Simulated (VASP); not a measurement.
Output of a VASP run:

OUTCAR:
```
 ion  position               nearest neighbor table
   1  0.000  0.000  0.000-   4 1.94   3 1.94   4 1.94   4 1.94   3 1.94   3 1.94   2 2.74   2 2.74
                             2 2.74   2 2.74   2 2.74   2 2.74
   2  0.500  0.500  0.500-   3 1.94   4 1.94   3 1.94   3 1.94   4 1.94   4 1.94   1 2.74   1 2.74
                             1 2.74   1 2.74   1 2.74   1 2.74
   3  0.250  0.250  0.250-   1 1.94   2 1.94   1 1.94   1 1.94   2 1.94   2 1.94
   4  0.750  0.750  0.750-   2 1.94   1 1.94   2 1.94   2 1.94   1 1.94   1 1.94
  LATTYP: Found a trigonal (rhomboedric) cell.
 ALAT       =     4.7299685694
 COS(alpha) =     0.8298034831
 Subroutine PRICEL returns following result:
  LATTYP: Found a trigonal (rhomboedric) cell.
 ALAT       =     2.7380686972
 COS(alpha) =     0.4920996675
 Subroutine GETGRP returns: Found 12 space group operations
The static configuration has the point symmetry D_3d.
The dynamic configuration has the point symmetry D_3d.
The overall configuration has the point symmetry D_3d.
 Subroutine INISYM returns: Found 12 space group operations
 Subroutine IBZKPT returns following result:
 Found     85 irreducible k-points:

 Following reciprocal coordinates:
            Coordinates               Weight
  0.000000  0.000000  0.000000      1.000000
  0.111111  0.000000  0.000000      6.000000
  0.222222  0.000000  0.000000      6.000000
  0.333333 -0.000000 -0.000000      6.000000
  0.444444  0.000000  0.000000      6.000000
  0.111111  0.111111  0.000000      6.000000
  0.222222  0.111111  0.000000     12.000000
  0.333333  0.111111 -0.000000     12.000000
  0.444444  0.111111 -0.000000     12.000000
 -0.444444  0.111111 -0.000000     12.000000
 -0.333333  0.111111  0.000000     12.000000
 -0.222222  0.111111 -0.000000     12.000000
 -0.111111  0.111111  0.000000      6.000000
  0.222222  0.222222  0.000000      6.000000
  0.333333  0.222222  0.000000     12.000000
  0.444444  0.222222  0.000000     12.000000
 -0.444444  0.222222 -0.000000     12.000000
 -0.333333  0.222222  0.000000     12.000000
 -0.222222  0.222222  0.000000      6.000000
  0.333333  0.333333 -0.000000      6.000000
  0.444444  0.333333  0.000000     12.000000
 -0.444444  0.333333 -0.000000     12.000000
 -0.333333  0.333333  0.000000      6.000000
  0.444444  0.444444  0.000000      6.000000
 -0.444444  0.444444  0.000000      6.000000
  0.111111  0.111111  0.111111      2.000000
  0.222222  0.111111  0.111111      6.000000
  0.333333  0.111111  0.111111      6.000000
  0.444444  0.111111  0.111111      6.000000
 -0.444444  0.111111  0.111111      6.000000
 -0.333333  0.111111  0.111111      6.000000
 -0.222222  0.111111  0.111111      6.000000
 -0.111111  0.111111  0.111111      6.000000
  0.222222  0.222222  0.111111      6.000000
  0.333333  0.222222  0.111111     12.000000
  0.444444  0.222222  0.111111     12.000000
 -0.444444  0.222222  0.111111     12.000000
 -0.333333  0.222222  0.111111     12.000000
 -0.222222  0.222222  0.111111     12.000000
 -0.111111  0.222222  0.111111     12.000000
   k-points           NKPTS =     85   k-points in BZ     NKDIM =     85   number of bands    NBANDS=     20
   number of dos      NEDOS =    301   number of ions     NIONS =      4
   total plane-waves  NPLWV =  64000
   dimension x,y,z NGX =    40 NGY =   40 NGZ =   40
   dimension x,y,z NGXF=    80 NGYF=   80 NGZF=   80
   ions per type =               2   2
   PREC   = accura    normal or accurate (medium, high low for compatibility)
   ISTART =      0    job   : 0-new  1-cont  2-samecut
   ICHARG =      2    charge: 1-file 2-atom 10-const
   ISPIN  =      2    spin polarized calculation?
   LNONCOLLINEAR =      F non collinear calculations
   LSORBIT =      F    spin-orbit coupling
   INIWAV =      1    electr: 0-lowe 1-rand  2-diag
   ENCUT  =  620.0 eV  45.57 Ry    6.75 a.u.   9.60  9.60  9.60*2*pi/ulx,y,z
   NELM   =    100;   NELMIN=  2; NELMDL= -5     # of ELM steps
   EDIFF  = 0.1E-05   stopping-criterion for ELM
...
```

**OSZICAR**
```
       N       E                     dE             d eps       ncg     rms          rms(c)
DAV:   1     0.269566573269E+03    0.26957E+03   -0.17927E+04  7072   0.256E+03
DAV:   2    -0.139799502959E+01   -0.27096E+03   -0.25381E+03  6936   0.451E+02
DAV:   3    -0.297263198753E+02   -0.28328E+02   -0.26974E+02  7704   0.167E+02
DAV:   4    -0.305369330383E+02   -0.81061E+00   -0.80626E+00  7624   0.293E+01
DAV:   5    -0.305592731647E+02   -0.22340E-01   -0.22332E-01  8236   0.462E+00    0.274E+01
DAV:   6    -0.275490414773E+02    0.30102E+01   -0.30522E+01 10168   0.103E+02    0.215E+01
DAV:   7    -0.265454487824E+02    0.10036E+01   -0.63749E+00  8924   0.695E+01    0.122E+01
DAV:   8    -0.265723869829E+02   -0.26938E-01   -0.12357E+00  7624   0.985E+00    0.681E+00
DAV:   9    -0.265178736107E+02    0.54513E-01   -0.76471E-02 11096   0.757E+00    0.669E-01
DAV:  10    -0.265200071502E+02   -0.21335E-02   -0.39082E-02  8548   0.205E+00    0.271E-01
DAV:  11    -0.265202906304E+02   -0.28348E-03   -0.13161E-03  8164   0.106E+00    0.929E-02
DAV:  12    -0.265203575534E+02   -0.66923E-04   -0.34188E-04 10400   0.298E-01    0.359E-02
DAV:  13    -0.265203558614E+02    0.16919E-05   -0.20947E-05  9416   0.869E-02    0.149E-02
DAV:  14    -0.265203569830E+02   -0.11216E-05   -0.56607E-06  7124   0.300E-02    0.950E-03
DAV:  15    -0.265203571144E+02   -0.13134E-06   -0.26006E-07  3588   0.179E-02
   1 F= -.18270696E+02 E0= -.18270696E+02  d E =-.182707E+02  mag=    -0.0000
```

**OUTCAR**
```
------------------------ aborting loop because EDIFF is reached ----------------------------------------
  FORCE on cell =-STRESS in cart. coord.  units (eV):
  Direction    XX          YY          ZZ          XY          YZ          ZX
  --------------------------------------------------------------------------------------
  Total        8.1843603      8.1843603      8.1843603     -0.0710761     -0.0710761     -0.0710761
  in kB      446.4380042    446.4380042    446.4380042     -3.8770360     -3.8770360     -3.8770360
  external PRESSURE =      -3.5619958 kB  Pullay stress =     450.0000000 kB
  volume of cell :       29.37
      direct lattice vectors                 reciprocal lattice vectors
     3.872153700  1.920810817  1.920810817     0.384857801 -0.127609797 -0.127609797
     1.920810817  3.872153700  1.920810817    -0.127609797  0.384857801 -0.127609797
     1.920810817  1.920810817  3.872153700    -0.127609797 -0.127609797  0.384857801
 POSITION                                       TOTAL-FORCE (eV/Angst)
 -----------------------------------------------------------------------------------
      0.00000      0.00000      0.00000         0.000000     -0.000000      0.000000
      3.85689      3.85689      3.85689         0.000000     -0.000000      0.000000
      1.92844      1.92844      1.92844        -0.000000      0.000000     -0.000000
      5.78533      5.78533      5.78533         0.000000      0.000000     -0.000000
 -----------------------------------------------------------------------------------
    total drift:                                0.000000     -0.000000     -0.000000
  FREE ENERGIE OF THE ION-ELECTRON SYSTEM (eV)
  ---------------------------------------------------
  free  energy   TOTEN  =       -26.5203571144 eV

  energy  without entropy=      -26.5203571137  energy(sigma->0) =      -26.52035711
  enthalpy is  TOTEN    =       -18.2706962633 eV   P V=        8.2496608511

 total charge

# of ion       s       p       d       tot
------------------------------------------
    1        0.419   0.613   8.518   9.551
    2        0.419   0.613   8.518   9.551
    3        1.554   3.497   0.000   5.051
    4        1.554   3.497   0.000   5.051
--------------------------------------------------
tot          3.947   8.220  17.037  29.204

 magnetization (x)

# of ion       s       p       d       tot
------------------------------------------
    1       -0.012  -0.016   0.978   0.950
    2        0.012   0.016  -0.978  -0.950
    3        0.000   0.000   0.000   0.000
    4        0.000   0.000   0.000   0.000
--------------------------------------------------
tot          0.000   0.000   0.000   0.000

 reached required accuracy - stopping structural energy minimisation
```
(Selected blocks of OUTCAR.)

File POSCAR:
```
NiO
1
    3.8721537002     1.9208108170     1.9208108170
    1.9208108170     3.8721537002     1.9208108170
    1.9208108170     1.9208108170     3.8721537002
Ni O
2 2
Direct
  0.0000000000   0.0000000000   0.0000000000
  0.5000000000   0.5000000000   0.5000000000
  0.2500000000   0.2500000000   0.2500000000
  0.7500000000   0.7500000000   0.7500000000
```

Question: Write an INCAR and KPOINTS that could have produced this output.

Answer: One answer among several that fit: the input of the run itself, LDA (Ceperley-Alder, Perdew-Zunger), plane waves, VASP's LDA PAW potentials (set 64).

INCAR:
```
# general
SYSTEM =NiO
PREC   =Accurate
ENCUT  =620
LREAL  =.FALSE.
LASPH  =.TRUE.

# electronic loop
EDIFF  =1E-6
NELM   =100
ALGO   =Normal
LMAXMIX=4

# smearing
ISMEAR =0
SIGMA  =0.05

# spin
ISPIN  =2
MAGMOM =1.1 -1.1 0.0 0.0

# ions
IBRION =2
NSW    =40
ISIF   =3
EDIFFG =-0.02
PSTRESS=450

# output
LWAVE  =.FALSE.
LCHARG =.FALSE.
LORBIT =10
```

### KPOINTS
```
Automatic mesh
0
Gamma
9 9 9
0 0 0
```

POTCAR, in this order: Ni O (LDA.64 set). Program: vasp_std.

The compound is NiO in the rock salt, AFM-II order structure. It was relaxed first under an external pressure of 45 GPa.
